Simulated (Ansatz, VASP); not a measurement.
# BaZrO3 in two plane-wave programs, part 2 of 2

One calculation is typed for both programs; each brings its own data sets and cutoff. How far apart do they land?

VASP 6.6.1 and Ansatz 0.2.0.

So far: Set-up; VASP: relaxation of cell and atoms, r2SCAN with rVV10.

## 3. Ansatz: relaxation of cell and atoms, r2SCAN with rVV10

Level of this step: Ansatz beside VASP: Kohn-Sham DFT, plane waves, r2SCAN with rVV10 (Ansatz).

Ansatz runs on its default PAW (the set named soft_2) files.

The same cell, functional, mesh and smearing now go to Ansatz, which takes its cutoff from its data sets.

input.yaml

```yaml
crystal:
  lattice:
    - [4.19134, 0.0, 0.0]
    - [0.0, 4.19134, 0.0]
    - [0.0, 0.0, 4.19134]
  atoms:
    - { symbol: Ba, position: [0.0, 0.0, 0.0] }
    - { symbol: Zr, position: [0.5, 0.5, 0.5] }
    - { symbol: O, position: [0.0, 0.5, 0.5] }
    - { symbol: O, position: [0.5, 0.0, 0.5] }
    - { symbol: O, position: [0.5, 0.5, 0.0] }
hamiltonian:
  xc: r2scan
  pseudopotentials: { kind: paw }
  dispersion: rvv10
kpoints:
  mp_grid: { grid: [5, 5, 5] }
scf:
  occupations: { method: fermi_dirac, width: 0.05 }
relax:
  f_tol: 0.01
  max_steps: 60
  cell: { stress_tol: 0.05 }
output:
  forces: true
  stress: true
```

Launch:

```bash
$ ansatz run input.yaml --threads 4 --pin off --max-ram 9216MiB --backend cpu --events-out ev --progress --plain --runs-dir out
```

Numbers of over 12 decimals in the logs are rounded to 6 here.

The program printed:

```text
Engine: ansatz 0.2.0, aarch64-unknown-linux-gnu
Pseudopotentials: kind: paw
Pseudopotential: Ba, paw, valence charge 10, recommended cutoff 500 eV (meta_gga), Ba.paw.azcp
Pseudopotential: Zr, paw, valence charge 12, recommended cutoff 500 eV (meta_gga), Zr.paw.azcp
Pseudopotential: O, paw, valence charge 6, recommended cutoff 500 eV (meta_gga), O.paw.azcp
Functional definition: r2SCAN+rVV10
  parameter k0 = 0.174
  parameter k1 = 0.065
  parameter a1 = 4.9479
  exchange = r2scan_x(k0 = k0, k1 = k1, a1 = a1)
  correlation = r2scan_c + rvv10(11.95, 0.0093)
Crystal: 5 atoms, lattice volume = 73.631 Å³
Basis set: ecut = 500 eV, 1863 PW (Γ), exchange–correlation on 144×144×144 points (64 copies of the dense FFT grid, shifted against one another)
Bands: 25, of which v1, the nominal top of the filled ones, is band 20 counted from 1 (19 counted from 0)
Symmetry: 48 space group operations
Space group: Pm-3m (ITA 221), of the structure as read, at distance tolerance 4.2e-5 Å
k-points: 10 of 125
Non-local potential: Ba, projectors of the file, l = 0: 3, l = 1: 2, l = 2: 2, l = 3: 2
Non-local potential: Zr, projectors of the file, l = 0: 3, l = 1: 2, l = 2: 2, l = 3: 2
Non-local potential: O, projectors of the file, l = 0: 2, l = 1: 2, l = 2: 1
PAW form: soft (Blöchl's): semilocal exchange-correlation on the pseudo side does not see the compensation charge
rVV10 density: all electrons in the spheres
PAW frozen core: Ba, regenerated for the run's functional (the file was generated under x = pbe(κ = 0.804, μ = 0.219515), c = pbe(β = 0.066725))
PAW frozen core: Zr, regenerated for the run's functional (the file was generated under x = pbe(κ = 0.804, μ = 0.219515), c = pbe(β = 0.066725))
PAW frozen core: O, regenerated for the run's functional (the file was generated under x = pbe(κ = 0.804, μ = 0.219515), c = pbe(β = 0.066725))
PAW one-centre angular grid: Ba, 302 points (default); XC on 160 Gauss nodes
PAW one-centre angular grid: Zr, 590 points (default); XC on 160 Gauss nodes
PAW one-centre angular grid: O, 302 points (default); XC on 160 Gauss nodes
Initial density: superposition of atomic densities (neutral atoms: chi_scale 0, normalization atom), corrected by the library's trained network
Initial wavefunctions: pseudopotential atomic-orbital guess
Functional: x = r2scan, c = r2scan + rvv10(b = 11.95, C = 0.0093); τ floored in thin density (d = 2e-4 eV/Å³)
SCF iter   1: F=—  HF=-11870.959463 eV  |F-HF|=—  |Δ(HF+E_count)|=         —  Δρ=1.01e-2  dr2=1.03e-1  dr2_τ=2.17e-1  ethr=1.77e-3  ⟨swp⟩=6.1  Hψ=1238  notcnv=0
preconditioner: auto → Resta (q_TF=auto, 2.464 Å⁻¹)  ε∞=3.4  [insulator: Δε(μ)=4.109 eV  Ē_g=17.148 eV  σ=0.050 eV  W_gap=1.00  n_scr=18 (ndim 8)  ℏωp=26.7 eV  f_vac=0.000  D(μ)=0.00/eV (n_scr^D=0)  ε∞_Penn≈3.4]
SCF iter   2: F=—  HF=-11871.077049 eV  |F-HF|=—  |Δ(HF+E_count)|=   1.18e-1  Δρ=5.31e-3  dr2=1.03e-2  dr2_τ=3.75e-3  ethr=2.57e-4  ⟨swp⟩=2.7  Hψ=538  notcnv=0  defer=10
SCF iter   3: F=—  HF=-11871.074816 eV  |F-HF|=—  |Δ(HF+E_count)|=   2.23e-3  Δρ=1.87e-3  dr2=1.99e-3  dr2_τ=2.44e-4  ethr=2.58e-5  ⟨swp⟩=2.1  Hψ=475  notcnv=0  defer=10
SCF iter   4: F=—  HF=-11871.074409 eV  |F-HF|=—  |Δ(HF+E_count)|=   4.08e-4  Δρ=4.12e-4  dr2=6.54e-5  dr2_τ=1.42e-5  ethr=4.98e-6  ⟨swp⟩=2.4  Hψ=433  notcnv=0  defer=10
SCF iter   5: F=—  HF=-11871.074425 eV  |F-HF|=—  |Δ(HF+E_count)|=   1.62e-5  Δρ=1.04e-4  dr2=8.53e-6  dr2_τ=5.39e-7  ethr=1.64e-7  ⟨swp⟩=2.5  Hψ=404  notcnv=0  defer=10
SCF iter   6: F=—  HF=-11871.074424 eV  |F-HF|=—  |Δ(HF+E_count)|=   4.39e-7  Δρ=1.92e-5  dr2=2.81e-7  dr2_τ=3.93e-8  ethr=2.13e-8  ⟨swp⟩=2.0  Hψ=389  notcnv=0  defer=10
SCF iter   7: F=-11871.074424 eV  HF=-11871.074424 eV  |F-HF|=1.83e-8  |Δ(HF+E_count)|=   9.11e-9  Δρ=5.89e-6  dr2=2.84e-8  dr2_τ=9.07e-10  ethr=2.50e-10  ⟨swp⟩=4.0  Hψ=889  notcnv=0
SCF 1 converged in 7 iterations: F = -11871.074424 eV  dr2 = 2.84e-8
  greatest PAW one-centre occupation: 0.991 electrons in one spin orbital (limit 2), on the Zr atom at site 1 (counted from 0), in its partial waves of l = 1
relax step   1: F+E_penalty+E_count = -11871.07442429 eV  Δ(F+E_penalty+E_count) = +0.000e0 eV  max|allowed force component| = 1.954e-29 eV/Å  Δτ_max = 0.0000 Å  P = +0.248 GPa  Ω = 73.631 Å³  (7 SCF iters, dr2 threshold 1.00e-7 eV, accepted)
[...]
relax step   2: F+E_penalty+E_count = -11871.07440940 eV  Δ(F+E_penalty+E_count) = +1.489e-5 eV  max|allowed force component| = 7.363e-29 eV/Å  Δτ_max = 0.0000 Å  P = -0.137 GPa  Ω = 73.800 Å³  energy of the carried Pulay correction = -7.327e-5 eV  (4 SCF iters, dr2 threshold 1.54e-7 eV, accepted)
[...]
relax step   3: F+E_penalty+E_count = -11871.07446149 eV  Δ(F+E_penalty+E_count) = -5.209e-5 eV  max|allowed force component| = 1.762e-30 eV/Å  Δτ_max = 0.0000 Å  P = -0.000 GPa  Ω = 73.740 Å³  energy of the carried Pulay correction = -4.717e-5 eV  (3 SCF iters, dr2 threshold 4.71e-8 eV, accepted)
[...]
relax step   4: F+E_penalty+E_count = -11871.07454196 eV  Δ(F+E_penalty+E_count) = -8.047e-5 eV  max|allowed force component| = 4.132e-30 eV/Å  Δτ_max = 0.0000 Å  P = -0.001 GPa  Ω = 73.740 Å³  stress off target by 1.25e-3 GPa  SCF on the basis re-selected at this cell (its energy is not comparable with the rows above)  (4 SCF iters)
basis re-selected at this cell: Δ(F+E_penalty+E_count) = -8.047e-5 eV, ΔP = -0.001 GPa vs the last step (what re-selecting the basis moved, of the pressure what is left beyond the Pulay correction that the steps carried, after the strain that the cell walked since its last selection, with what the two solves' SCF thresholds leave and, on support functions, any second-order correction that the steps lacked; it is no m [...]
SCF converged after 4 iterations
Free energy (F): -11871.074542 eV
Harris-Foulkes:  -11871.074542 eV  (|F-HF|=2.18e-11)
Internal energy: -11871.074542 eV  (E = F + TS)
E sigma→0 (E₀):  -11871.074542 eV
Fermi energy:    11.345744 eV
--- Per-component energies (eV) ---
  E_band       = -121.621031
  E_kinetic    = 1035.554779
  E_local      = -1940.238519  (includes V_loc(G=0)·N_el)
  E_nonlocal   = 272.062147
  E_hartree    = 688.637950
  E_xc         = -533.930476
  E_vxc        = -682.315820  (∫ρ·V_xc dr)
  E_paw        = -8700.526012  (= ΣΔE_a)
  E_vpaw       = -224.223292  (= ΣTr[D̂ρ^β])
  E_aug_tail   = 0.002309  (compensation charges beyond the density's cutoff)
  E_vtau       = 40.261382  (kinetic-family band-sum trace: ∫τ·v_τ [+ j·A + Jᵃ·Aᵃ] dr)
  E_ewald      = -2692.446571
  E_core_change = -0.190148  (= ΣΔE_core)
  E_smearing   = -0.000000  (= −TS)
  E_closure    = -0.000000  (closes the sum)
  Σ components = -11871.074542   (vs F -11871.074542, Δ=0.00e0)
--- Forces (eV/Å), atoms counted from 1 ---
  atom   1  Ba    -0.00000000     0.00000000     0.00000000
  atom   2  Zr     0.00000000    -0.00000000    -0.00000000
  atom   3  O      0.00000000     0.00000000    -0.00000000
  atom   4  O     -0.00000000    -0.00000000     0.00000000
  atom   5  O     -0.00000000     0.00000000     0.00000000
  max |Σ_I F_I| component: 5.64e-30 eV/Å
--- Stress (GPa, compression-positive) ---
       -0.001254      -0.000000      -0.000000
       -0.000000      -0.001254       0.000000
        0.000000       0.000000      -0.001254
  P = ⅓ Tr σ = -0.0013 GPa (-0.013 kbar)
--- Relaxed structure (3 steps of the walk, 3 accepted, 1 SCFs on fresh bases) ---
  F+E_penalty+E_count = -11871.07454196 eV   max|allowed force component| = 4.132e-30 eV/Å   (the final SCF, on the basis selected at the relaxed cell)
  cell:  # Å, volume = 73.7399 Å³
    - [4.193411, 0, 0.0]
    - [0, 4.193411, 0]
    - [0.0, 0, 4.193411]
  atoms:
    - { symbol: Ba, position: [0, 0, 0] }
    - { symbol: Zr, position: [0.5, 0.5, 0.5] }
    - { symbol: O, position: [0, 0.5, 0.5] }
    - { symbol: O, position: [0.5, 0, 0.5] }
    - { symbol: O, position: [0.5, 0.5, 0] }
```

The job ended after 6.8 s (4 threads of Arm Neoverse V1, shared host; peak memory 0.59 GiB; 25 s of CPU time).

## 4. Side by side

Known differences besides the potentials themselves: VASP keeps PBE cores, Ansatz makes them for the functional; both relaxations stop at a tolerance, which leaves soft axes loose, and VASP keeps its plane-wave basis; the cutoff is 500 eV in Ansatz and 560 eV in VASP; Ansatz adds a Pulay correction to the stress that steers its cell, VASP none. Total energies have different zeros and are not compared.

Both answers:

```
                                         quantity  Ansatz   VASP  difference
                                      volume (Å³)   73.74  74.28     -0.72 %
edge a after relaxation, in the typed setting (Å)   4.193  4.204     -0.24 %
```

The walks stopped with 0.00 GPa left in Ansatz and 0.00 GPa in VASP; each walk ends within a tolerance, so the volume difference is uncertain by about these residues over the bulk modulus, most in soft cells.

## 5. Summary of results

| Item | Value |
| --- | --- |
| difference in volume (relaxation of cell and atoms, r2SCAN with rVV10) | -0.72 % |

**Reading.** The difference in volume is -0.72 % (relaxation of cell and atoms, r2SCAN with rVV10), within the 1.2 % picked in this series as the mark of a large difference, as far as the stopping tolerances let one tell. How closely two codes agree says nothing of how well the functional describes the real material.

[Lines on the potential files, build, host, timing and source positions are cut from VASP's logs without a mark.]

[Logs are printed without paths, hosts, clocks, repeated set-up lines and the standing remarks that a program may print on its own settings, such as how far it seeks lower states.]

[Hosts, paths, dates, database ids (printed as entryN), source tags and the programs' standing remarks are cut or masked in the printed files.]
